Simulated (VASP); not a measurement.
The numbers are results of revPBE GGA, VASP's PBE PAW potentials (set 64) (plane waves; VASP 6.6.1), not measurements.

VASP input:

**KPOINTS**
```
Regular mesh
0
Gamma
 9 9 3
```

File POSCAR:
```
La
1.0
  1.9203095889  -3.3260740102   0.0000000000
  1.9203095889   3.3260740102   0.0000000000
  0.0000000000   0.0000000000  12.4315316558
La
4
direct
  1.0000000000   0.0000000000   0.5000000000
  1.0000000000   0.0000000000   1.0000000000
  0.3333330000   0.6666670000   0.2500000000
  0.6666670000   0.3333330000   0.7500000000
```

### INCAR
```
SYSTEM = La
PREC = Accurate
ENCUT = 520
EDIFF = 1E-7
NELM = 100
ALGO = Normal
LREAL = .FALSE.
LASPH = .TRUE.
ISMEAR = 1
SIGMA = 0.1
GGA = RE
LMAXMIX = 6
LWAVE = .FALSE.
LCHARG = .FALSE.
ISIF = 4
IBRION = 2
NSW = 30
EDIFFG = -0.01
```

POTCAR, in this order: La (PBE.64 set). Program: vasp_std.

Output of the run:

**OSZICAR**
```
       N       E                     dE             d eps       ncg     rms          rms(c)
DAV:   1     0.568899893196E+03    0.56890E+03   -0.15073E+04  1248   0.226E+03
DAV:   2     0.116607376891E+03   -0.45229E+03   -0.44687E+03  1936   0.439E+02
DAV:   3    -0.148148075494E+01   -0.11809E+03   -0.11711E+03  2268   0.269E+02
DAV:   4    -0.159783848376E+02   -0.14497E+02   -0.14239E+02  2304   0.936E+01
DAV:   5    -0.180369370963E+02   -0.20586E+01   -0.19860E+01  2440   0.335E+01    0.460E+00
DAV:   6    -0.183083399715E+02   -0.27140E+00   -0.25742E+00  2432   0.115E+01    0.238E+00
DAV:   7    -0.183906017590E+02   -0.82262E-01   -0.50432E-01  2304   0.533E+00    0.776E-01
DAV:   8    -0.184140365023E+02   -0.23435E-01   -0.79635E-02  2464   0.200E+00    0.535E-01
DAV:   9    -0.184207642807E+02   -0.67278E-02   -0.13055E-02  2256   0.684E-01    0.393E-01
DAV:  10    -0.184214656828E+02   -0.70140E-03   -0.90637E-03  2000   0.107E+00    0.149E-01
DAV:  11    -0.184210480924E+02    0.41759E-03   -0.16252E-03  2152   0.405E-01    0.468E-02
DAV:  12    -0.184210382004E+02    0.98921E-05   -0.49475E-04  2256   0.194E-01    0.254E-02
DAV:  13    -0.184210284296E+02    0.97708E-05   -0.93992E-05  2192   0.932E-02    0.482E-03
DAV:  14    -0.184210289391E+02   -0.50947E-06   -0.64388E-06  2272   0.223E-02    0.573E-03
DAV:  15    -0.184210289853E+02   -0.46203E-07   -0.21439E-06  2104   0.179E-02    0.139E-03
DAV:  16    -0.184210290575E+02   -0.72263E-07    0.13670E-07  1344   0.733E-03
   1 F= -.18421029E+02 E0= -.18421107E+02  d E =-.184210E+02
       N       E                     dE             d eps       ncg     rms          rms(c)
DAV:   1    -0.184243262371E+02   -0.32973E-02   -0.25593E-01  1822   0.916E+00    0.240E-01
DAV:   2    -0.184225235303E+02    0.18027E-02   -0.73773E-03  2156   0.105E+00    0.133E-01
DAV:   3    -0.184217866368E+02    0.73689E-03   -0.43369E-03  2248   0.692E-01    0.394E-02
DAV:   4    -0.184217788596E+02    0.77772E-05   -0.22578E-04  2168   0.147E-01    0.250E-02
DAV:   5    -0.184217788481E+02    0.11550E-07   -0.17861E-05  2320   0.350E-02    0.111E-02
DAV:   6    -0.184217784502E+02    0.39787E-06   -0.69084E-06  2208   0.201E-02    0.172E-03
DAV:   7    -0.184217785249E+02   -0.74673E-07   -0.79938E-07  1672   0.784E-03
   2 F= -.18421779E+02 E0= -.18421750E+02  d E =-.749467E-03
       N       E                     dE             d eps       ncg     rms          rms(c)
DAV:   1    -0.184287786196E+02   -0.70002E-02   -0.67671E-01  1790   0.149E+01    0.390E-01
DAV:   2    -0.184240874973E+02    0.46911E-02   -0.19504E-02  2132   0.172E+00    0.217E-01
DAV:   3    -0.184221524204E+02    0.19351E-02   -0.11392E-02  2248   0.113E+00    0.637E-02
DAV:   4    -0.184221321441E+02    0.20276E-04   -0.58456E-04  2152   0.238E-01    0.403E-02
DAV:   5    -0.184221332487E+02   -0.11046E-05   -0.47008E-05  2336   0.561E-02    0.157E-02
DAV:   6    -0.184221321094E+02    0.11393E-05   -0.15713E-05  2280   0.316E-02    0.279E-03
DAV:   7    -0.184221323058E+02   -0.19643E-06   -0.18452E-06  1832   0.113E-02    0.295E-03
DAV:   8    -0.184221322416E+02    0.64277E-07   -0.19824E-07  1160   0.778E-03
   3 F= -.18422132E+02 E0= -.18422028E+02  d E =-.110318E-02
```

OUTCAR:
```
------------------------ aborting loop because EDIFF is reached ----------------------------------------
  FORCE on cell =-STRESS in cart. coord.  units (eV):
  Direction    XX          YY          ZZ          XY          YZ          ZX
  --------------------------------------------------------------------------------------
  Total       -0.6210678     -0.6210679     -0.5831236      0.0000000     -0.0000000      0.0000000
  in kB       -6.2660204     -6.2660213     -5.8831968      0.0000000     -0.0000000      0.0000000
  external PRESSURE =      -6.1384128 kB  Pullay stress =       0.0000000 kB
  volume of cell :      158.80
      direct lattice vectors                 reciprocal lattice vectors
     1.927301760 -3.338184800 -0.000000000     0.259430054 -0.149782001  0.000000000
     1.927301760  3.338184800  0.000000000     0.259430054  0.149782001 -0.000000000
     0.000000000  0.000000000 12.341493136     0.000000000 -0.000000000  0.081027473
 POSITION                                       TOTAL-FORCE (eV/Angst)
 -----------------------------------------------------------------------------------
      0.00000      0.00000      6.17075        -0.000000     -0.000000     -0.000000
      0.00000      0.00000      0.00000        -0.000000     -0.000000     -0.000000
      1.92730      1.11273      3.08537        -0.000000     -0.000000      0.000000
      1.92730     -1.11273      9.25612         0.000000      0.000000      0.000000
 -----------------------------------------------------------------------------------
    total drift:                                0.000000     -0.000000      0.000000
  FREE ENERGIE OF THE ION-ELECTRON SYSTEM (eV)
  ---------------------------------------------------
  free  energy   TOTEN  =       -18.4221322416 eV

  energy  without entropy=      -18.4218205236  energy(sigma->0) =      -18.42202834

 reached required accuracy - stopping structural energy minimisation
```
(Selected blocks of OUTCAR.)

File CONTCAR:
```
La
   1.00000000000000
     1.9273017604088993   -3.3381848001388588   -0.0000000000000000
     1.9273017604088993    3.3381848001388588    0.0000000000000000
     0.0000000000000000    0.0000000000000000   12.3414931364347247
  La
     4
Direct
     0.0000000000000000    0.0000000000000000    0.5000000000000000
     0.0000000000000000    0.0000000000000000    0.0000000000000000
     0.3333330000000032    0.6666669999999968    0.2500000000000000
     0.6666669999999968    0.3333330000000032    0.7500000000000000
```

File OUTCAR:
```
 val. band max:        7.3251848329   @ k =   0.3333   0.3333   0.3333

 cond. band min:       7.3394837747   @ k =   0.3333   0.0000   0.0000


 Fermi energy:         7.3310480924

 k-point     1 :       0.0000    0.0000    0.0000
  band No.  band energies     occupation
      1     -25.6815      2.00000
      2     -25.6135      2.00000
      3     -25.5894      2.00000
      4     -25.5193      2.00000
      5      -9.9577      2.00000
      6      -9.4110      2.00000
      7      -9.4008      2.00000
      8      -8.9864      2.00000
      9      -8.9864      2.00000
     10      -8.9237      2.00000
     11      -8.9237      2.00000
     12      -8.8860      2.00000
     13      -8.8860      2.00000
     14      -8.8214      2.00000
     15      -8.8214      2.00000
     16      -8.7884      2.00000
     17       4.1136      2.00000
     18       5.3754      2.00000
     19       5.4102      2.00000
     20       5.6530      2.00000
     21       7.7730     -0.00000
     22       7.8976     -0.00000
     23       8.5358     -0.00000
     24       8.5413     -0.00000
     25       8.5485     -0.00000
     26       8.5638     -0.00000

 k-point     2 :       0.1111    0.0000    0.0000
  band No.  band energies     occupation
      1     -25.6668      2.00000
      2     -25.6029      2.00000
      3     -25.5788      2.00000
      4     -25.5129      2.00000
      5      -9.9155      2.00000
      6      -9.4278      2.00000
      7      -9.4209      2.00000
      8      -9.0861      2.00000
      9      -9.0186      2.00000
     10      -8.9886      2.00000
     11      -8.9617      2.00000
     12      -8.9468      2.00000
     13      -8.9202      2.00000
     14      -8.9089      2.00000
     15      -8.8347      2.00000
     16      -8.8067      2.00000
     17       4.4035      2.00000
     18       5.6332      2.00000
     19       5.6638      2.00000
     20       5.9206      2.00000
     21       7.4777     -0.05820
     22       7.7083     -0.00000
...
```

The compound is La in the dhcp structure. This cell is one point of a volume scan, at 1.03 of the reference volume. Symmetry was kept, so distortions that lower it aren't found.
